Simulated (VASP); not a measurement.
NaF (rock salt), at 0.96 of the tabulated volume:

```
CELL_PARAMETERS angstrom
      0.00000     2.28371     2.28371
      2.28371     0.00000     2.28371
      2.28371     2.28371     0.00000
ATOMIC_POSITIONS crystal
  Na 0.00000 0.00000 0.00000
  F  0.50000 0.50000 0.50000
```

The lowest empty band near Γ, direction [110], from PBE with spin-orbit coupling in VASP (PAW); its two spin partners are averaged. The gap over the points computed is 6.52 eV, and the next band on that side lies 12.75 eV away at the edge.

Run with 520 eV cut-off, 11×11×11 Γ-centred mesh, Gaussian smearing of 0.050 eV, potentials Na_pv F.

| distance from the edge in k (1/Å) | distance in energy (meV) |
|---|---|
| 0.025 | 4.3 |
| 0.035 | 8.4 |
| 0.050 | 17.0 |
| 0.070 | 33.3 |

Question: Fit E(1 + αE) = ħ²k²/2m* (ħ²/2m0 = 3.810 eV Å²) and predict the row at 0.095 1/Å.

Answer: The rows don't resolve α, so a parabola serves: the electron mass is m* = 0.560 m0, and so 61.4 meV. The run gave 61.0 meV, -0.4 meV from the fit.

Left out are points under 3 meV from the edge, since the levels carry 0.1 meV, and points farther than half the way to the next band.

The compound is NaF in the rock salt structure. The cell was not relaxed at this level.
